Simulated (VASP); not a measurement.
Output of a VASP run:

OUTCAR:
```
 ion  position               nearest neighbor table
   1  0.499  0.001  0.001-  29 2.36  44 2.36  60 2.39   2 2.39
   2  0.622  0.129  0.129-   3 2.37   5 2.37  17 2.38   1 2.39
   3  0.748  0.252  0.003-  46 2.36   2 2.37   4 2.37  25 2.38
   4  0.871  0.378  0.129-  30 2.37   3 2.37  18 2.38  26 2.39
   5  0.748  0.003  0.252-  35 2.36   6 2.37   2 2.37  14 2.38
   6  0.871  0.129  0.378-   5 2.37  30 2.37  22 2.39  36 2.39
   7  0.999  0.001  0.001-  25 2.36  14 2.36   8 2.37  62 2.37
   8  0.122  0.127  0.126-   7 2.37  15 2.37   9 2.37  30 2.38
   9  0.248  0.250  0.000-  56 2.36  44 2.36  10 2.36   8 2.37
  10  0.372  0.376  0.124-  17 2.34   9 2.36  32 2.37  11 2.37
  11  0.499  0.501  0.001-  58 2.36  46 2.37  12 2.37  10 2.37
  12  0.624  0.628  0.124-  18 2.34  13 2.36  34 2.37  11 2.37
  13  0.750  0.752  0.000-  60 2.36  48 2.36  12 2.36  14 2.37
  14  0.873  0.878  0.127-   7 2.36  49 2.37  13 2.37   5 2.38
  15  0.248  0.000  0.250-  50 2.36  29 2.36  16 2.36   8 2.37
  16  0.372  0.124  0.376-  17 2.34  15 2.36  38 2.37  20 2.37
  17  0.491  0.252  0.252-  10 2.34  16 2.34   2 2.38  63 3.08
  18  0.748  0.509  0.252-  12 2.34  19 2.34   4 2.38  63 3.08
  19  0.876  0.628  0.376-  18 2.34  49 2.36  41 2.37  51 2.37
  20  0.499  0.001  0.500-  54 2.37  35 2.37  21 2.37  16 2.37
  21  0.624  0.124  0.628-  22 2.34  24 2.36  45 2.37  20 2.37
  22  0.748  0.252  0.509-  21 2.34  23 2.34   6 2.39  63 3.07
  23  0.876  0.376  0.628-  22 2.34  55 2.36  47 2.37  51 2.37
  24  0.750  0.000  0.752-  60 2.36  42 2.36  21 2.36  25 2.37
  25  0.873  0.126  0.878-   7 2.36  24 2.37  55 2.37   3 2.38
  26  0.999  0.501  0.001-  48 2.36  27 2.36  56 2.39   4 2.39
  27  0.123  0.627  0.124-  26 2.36  32 2.36  49 2.36  28 2.37
  28  0.250  0.750  0.999-  62 2.36  29 2.37  27 2.37  58 2.38
  29  0.373  0.877  0.124-   1 2.36  34 2.36  15 2.36  28 2.37
  30  0.997  0.252  0.252-  31 2.36   4 2.37   6 2.37   8 2.38
  31  0.124  0.376  0.376-  30 2.36  51 2.36  38 2.37  32 2.37
  32  0.247  0.501  0.248-  33 2.34  27 2.36  10 2.37  31 2.37
  33  0.375  0.625  0.366-  32 2.34  34 2.34  53 2.39  63 2.91
  34  0.499  0.753  0.248-  33 2.34  29 2.36  12 2.37  35 2.37
  35  0.624  0.876  0.376-   5 2.36  20 2.37  41 2.37  34 2.37
  36  0.999  0.001  0.500-  42 2.36  37 2.36  50 2.39   6 2.39
  37  0.123  0.124  0.627-  36 2.36  38 2.36  55 2.36  43 2.37
  38  0.247  0.248  0.501-  39 2.34  37 2.36  16 2.37  31 2.37
  39  0.375  0.366  0.625-  38 2.34  45 2.34  57 2.39  63 2.90
  40  0.634  0.625  0.625-  41 2.34  47 2.34  59 2.39  63 2.90
  41  0.752  0.753  0.501-  40 2.34  42 2.36  19 2.37  35 2.37
  42  0.876  0.877  0.627-  36 2.36  41 2.36  24 2.36  61 2.37
  43  0.250  0.999  0.750-  62 2.36  44 2.37  37 2.37  54 2.38
  44  0.373  0.124  0.877-   1 2.36  45 2.36   9 2.36  43 2.37
  45  0.499  0.248  0.753-  39 2.34  44 2.36  21 2.37  46 2.37
  46  0.624  0.376  0.876-   3 2.36  11 2.37  45 2.37  47 2.37
  47  0.752  0.501  0.753-  40 2.34  48 2.36  23 2.37  46 2.37
  48  0.876  0.627  0.877-  26 2.36  47 2.36  13 2.36  61 2.37
  49  1.000  0.752  0.250-  50 2.36  27 2.36  19 2.36  14 2.37
  50  0.125  0.875  0.375-  49 2.36  15 2.36  36 2.39  53 2.39
  51  0.999  0.500  0.500-  31 2.36  52 2.37  19 2.37  23 2.37
  52  0.126  0.625  0.624-  51 2.37  57 2.37  53 2.37  61 2.38
  53  0.252  0.748  0.499-  54 2.37  52 2.37  33 2.39  50 2.39
  54  0.375  0.874  0.624-  20 2.37  59 2.37  53 2.37  43 2.38
  55  1.000  0.250  0.752-  56 2.36  37 2.36  23 2.36  25 2.37
  56  0.125  0.375  0.874-   9 2.36  55 2.36  26 2.39  57 2.39
  57  0.253  0.500  0.747-  58 2.37  52 2.37  39 2.39  56 2.39
  58  0.376  0.625  0.874-  11 2.36  59 2.37  57 2.37  28 2.38
  59  0.500  0.747  0.747-  58 2.37  54 2.37  40 2.39  60 2.39
  60  0.625  0.874  0.874-  24 2.36  13 2.36   1 2.39  59 2.39
  61  0.001  0.750  0.750-  62 2.36  48 2.37  42 2.37  52 2.38
  62  0.125  0.875  0.875-  28 2.36  61 2.36  43 2.36   7 2.37
  63  0.554  0.446  0.446-  39 2.90  40 2.90  33 2.91  22 3.07  17 3.08  18 3.08
 Subroutine IBZKPT returns following result:
 Found      1 irreducible k-points:

 Following reciprocal coordinates:
            Coordinates               Weight
  0.000000  0.000000  0.000000      1.000000
   k-points           NKPTS =      1   k-points in BZ     NKDIM =      1   number of bands    NBANDS=    160
   number of dos      NEDOS =    301   number of ions     NIONS =     63
   total plane-waves  NPLWV = 157464
   dimension x,y,z NGX =    54 NGY =   54 NGZ =   54
   dimension x,y,z NGXF=   108 NGYF=  108 NGZF=  108
   ions per type =              62   1
   PREC   = normal    normal or accurate (medium, high low for compatibility)
   ISTART =      1    job   : 0-new  1-cont  2-samecut
   ICHARG =      0    charge: 1-file 2-atom 10-const
   ISPIN  =      2    spin polarized calculation?
...
```

File OSZICAR:
```
       N       E                     dE             d eps       ncg     rms          rms(c)
DAV:   1    -0.330727735448E+03   -0.33073E+03   -0.16043E-05   840   0.950E-03    0.379E-03
RMM:   2    -0.330727734639E+03    0.80853E-06   -0.34783E-06   494   0.356E-03    0.135E-03
RMM:   3    -0.330727734609E+03    0.30021E-07   -0.17511E-06   470   0.196E-03    0.110E-03
RMM:   4    -0.330727734641E+03   -0.31723E-07   -0.31545E-07   384   0.101E-03
   1 F= -.33072773E+03 E0= -.33072736E+03  d E =-.748156E-03  mag=     3.0000
```

OUTCAR:
```
------------------------ aborting loop because EDIFF is reached ----------------------------------------
  FORCE on cell =-STRESS in cart. coord.  units (eV):
  Direction    XX          YY          ZZ          XY          YZ          ZX
  --------------------------------------------------------------------------------------
  Total        5.2078470      5.1998292      5.2385463      5.3909199     -5.3605575      5.3867112
  in kB        6.3777172      6.3678984      6.4153128      6.6019149     -6.5647321      6.5967608
  external PRESSURE =       6.3869761 kB  Pullay stress =       0.0000000 kB
  volume of cell :     1308.29
      direct lattice vectors                 reciprocal lattice vectors
    10.937074700  0.000000000  0.000000000     0.091432127  0.000000000  0.000000000
     0.000000000 10.937074700  0.000000000     0.000000000  0.091432127  0.000000000
     0.000000000  0.000000000 10.937074700     0.000000000  0.000000000  0.091432127
 POSITION                                       TOTAL-FORCE (eV/Angst)
 -----------------------------------------------------------------------------------
      5.46156      0.00915      0.00622         0.009651      0.008156      0.008716
      6.80345      1.41085      1.40890         0.018583     -0.001882      0.003730
      8.17751      2.75856      0.03186        -0.007868      0.013700      0.006935
      9.52614      4.13310      1.40834        -0.001626     -0.016848      0.000086
      8.17717      0.03472      2.75890        -0.010455      0.002154      0.004442
      9.52300      1.41346      4.13278         0.002734      0.000617     -0.017319
     10.92805      0.00823      0.00648         0.000807      0.007258      0.021121
      1.33414      1.38508      1.38318        -0.000014     -0.001498     -0.003466
      2.70845      2.73533      0.00270        -0.004010     -0.001098      0.007314
      4.07033      4.11311      1.35663        -0.013988      0.002718     -0.008159
      5.46262      5.47547      0.00993         0.000410     -0.008317     -0.006730
      6.82501      6.86643      1.35718         0.002696      0.015455     -0.011715
      8.20329      8.22856      0.00340        -0.009554      0.000666      0.002045
      9.55229      9.60323      1.38437        -0.001083      0.000847     -0.007542
      2.70931      0.00295      2.73046         0.000727      0.014781      0.011142
      4.06945      1.35816      4.11014        -0.010711     -0.012775      0.005209
      5.36832      2.75765      2.75549         0.013043      0.006147      0.010323
      8.18035      5.56782      2.75581        -0.009660     -0.009696      0.013741
      9.57932      6.86661      4.11189         0.011325      0.013678     -0.008431
      5.46251      0.01172      5.47277        -0.004370     -0.004444      0.003710
      6.82393      1.35727      6.86660         0.001105     -0.011020      0.016845
      8.17595      2.75960      5.56923        -0.000007      0.016320     -0.010870
      9.57923      4.11212      6.86749         0.008517     -0.002016      0.004846
      8.20349      0.00246      8.22704        -0.010184      0.000833     -0.008995
      9.55197      1.38333      9.60093         0.001357      0.004871     -0.005935
     10.92861      5.47570      0.00663        -0.008274     -0.010889      0.011907
      1.34276      6.85457      1.35803         0.005203     -0.004135     -0.007686
      2.73201      8.20486     10.93025        -0.011331      0.007065      0.000062
      4.08254      9.59432      1.35643         0.007475     -0.007526      0.000515
     10.90153      2.75941      2.75818         0.001713      0.004448      0.004396
      1.35572      4.10989      4.10885         0.007370     -0.000229     -0.003735
      2.69821      5.48039      2.71708        -0.018507     -0.004414     -0.001541
      4.09860      6.83861      4.00470         0.016107     -0.010863      0.008581
      5.45709      8.23867      2.71585        -0.002450      0.019389      0.004926
      6.82710      9.57989      4.10940        -0.007434     -0.001627     -0.010924
     10.92665      0.00987      5.47232        -0.002444      0.005068     -0.009838
      1.34276      1.35809      6.85264         0.003043     -0.002847      0.000756
      2.69780      2.71786      5.47861        -0.015961     -0.003550     -0.001856
      4.10013      4.00545      6.83513         0.017742      0.007091     -0.010435
      6.93184      6.83616      6.83549        -0.006200     -0.011645     -0.007310
      8.21948      8.23892      5.47857        -0.001557      0.009410      0.006480
      9.57796      9.59483      6.85240         0.005321     -0.009761      0.005741
      2.73188     10.93099      8.20412        -0.016447     -0.000372      0.006804
      4.07984      1.35947      9.59355         0.015830      0.002283     -0.005504
      5.45646      2.71717      8.23844        -0.008754     -0.002497      0.007379
      6.82639      4.10949      9.57856         0.000443      0.003450     -0.001063
      8.22002      5.47998      8.23947        -0.003124      0.003917      0.004442
      9.57827      6.85641      9.59352        -0.001663     -0.005216     -0.004039
     10.93323      8.22794      2.73156        -0.007144     -0.007544      0.011357
      1.37059      9.56663      4.10083        -0.006562      0.004076      0.009471
     10.92582      5.47365      5.47373        -0.001462      0.006331      0.008442
      1.37325      6.83049      6.82890         0.009671     -0.003082     -0.014051
      2.76072      8.17628      5.46287         0.000932     -0.000915      0.002941
      4.10619      9.56446      6.82837         0.004000     -0.012202     -0.014864
     10.93366      2.73168      8.22678        -0.000448      0.012488     -0.004195
      1.37130      4.10441      9.56341         0.001635      0.008044     -0.002423
...
```
(Selected blocks of OUTCAR.)

**POSCAR**
```
BiSi62
1
   10.9370747004     0.0000000000     0.0000000000
    0.0000000000    10.9370747004     0.0000000000
    0.0000000000     0.0000000000    10.9370747004
Si Bi
62 1
Direct
  0.4993618046   0.0008366067   0.0005685154
  0.6220535247   0.1289969654   0.1288183871
  0.7476868981   0.2522209562   0.0029134746
  0.8709952296   0.3778983589   0.1287672676
  0.7476563193   0.0031747764   0.2522522201
  0.8707083833   0.1292352713   0.3778689886
  0.9991749100   0.0007528869   0.0005923784
  0.1219836354   0.1266410801   0.1264668184
  0.2476391524   0.2500972463   0.0002466608
  0.3721588556   0.3760706965   0.1240394689
  0.4994590732   0.5006342712   0.0009075583
  0.6240249428   0.6278119911   0.1240902151
  0.7500443233   0.7523546394   0.0003106263
  0.8733859180   0.8780434048   0.1265754482
  0.2477180979   0.0002699259   0.2496521797
  0.3720784503   0.1241790742   0.3757986745
  0.4908372489   0.2521376375   0.2519400429
  0.7479471000   0.5090779330   0.2519694581
  0.8758572726   0.6278286387   0.3759588476
  0.4994490590   0.0010717042   0.5003870121
  0.6239267372   0.1240980067   0.6278276221
  0.7475445075   0.2523163131   0.5092062672
  0.8758496414   0.3759796170   0.6279096213
  0.7500623972   0.0002248506   0.7522154782
  0.8733573338   0.1264807668   0.8778335363
  0.9992263198   0.5006545815   0.0006058571
  0.1227714995   0.6267275550   0.1241673048
  0.2497933174   0.7501878978   0.9993764019
  0.3732755351   0.8772288072   0.1240210289
  0.9967503111   0.2522986022   0.2521859456
  0.1239560416   0.3757757589   0.3756807819
  0.2467035245   0.5010838837   0.2484287710
  0.3747438187   0.6252686297   0.3661586304
  0.4989530939   0.7532789033   0.2483155893
  0.6242159780   0.8759100138   0.3757310353
  0.9990468746   0.0009028818   0.5003461293
  0.1227716150   0.1241726301   0.6265517019
  0.2466660285   0.2484994315   0.5009208185
  0.3748832230   0.3662264756   0.6249505077
  0.6337926925   0.6250448970   0.6249834410
  0.7515244288   0.7533018959   0.5009174739
  0.8757336198   0.8772756293   0.6265296539
  0.2497811992   0.9994438760   0.7501200420
  0.3730279955   0.1242995363   0.8771591178
  0.4988954688   0.2484367657   0.7532576626
  0.6241516246   0.3757390941   0.8757880974
  0.7515740517   0.5010459727   0.7533520028
  0.8757618230   0.6268960171   0.8771561569
  0.9996485560   0.7522977113   0.2497522877
  0.1253162223   0.8746977351   0.3749480503
  0.9989711330   0.5004671774   0.5004748006
  0.1255593487   0.6245263322   0.6243805686
  0.2524180906   0.7475750034   0.4994814738
  0.3754379116   0.8744985785   0.6243321028
  0.9996880105   0.2497629228   0.7521918011
  0.1253808859   0.3752744856   0.8744025115
  0.2526281327   0.4998049480   0.7472441417
  0.3755011657   0.6245488307   0.8742737837
  0.5001239806   0.7474480208   0.7472118252
  0.6246563510   0.8744790053   0.8744424538
  0.0005372747   0.7502619551   0.7500813576
  0.1245898872   0.8753817767   0.8753562407
  0.5538921491   0.4460821620   0.4460626812
```

Write an INCAR and KPOINTS that could have produced this output.

One answer among several that fit: the input of the run itself, PBE GGA, plane waves, VASP's PBE PAW potentials (set 64).

INCAR:
```
SYSTEM = BiSi62
PREC = Normal
ENCUT = 400
EDIFF = 1E-6
NELM = 100
ALGO = Fast
LREAL = Auto
LASPH = .TRUE.
ISMEAR = 0
SIGMA = 0.05
GGA = PE
LMAXMIX = 4
LWAVE = .TRUE.
LCHARG = .FALSE.
NELMIN = 4
ISYM = 0
ISPIN = 2
NUPDOWN = 3
MAGMOM = 63*0.0476
LORBIT = 11
LHYPERFINE = .TRUE.
```

**KPOINTS**
```
Automatic
0
Gamma
1 1 1
```

POTCAR, in this order: Si Bi (PBE.64 set). Program: vasp_gam. Read from the step before: WAVECAR.

The supercell is sampled at Γ alone, which is coarse: total energies, pressure and levels can be off, energies of defects by several tenths of an eV.

The cell is a supercell with a defect, built from Si (diamond): Bi_Si-vac_Si.
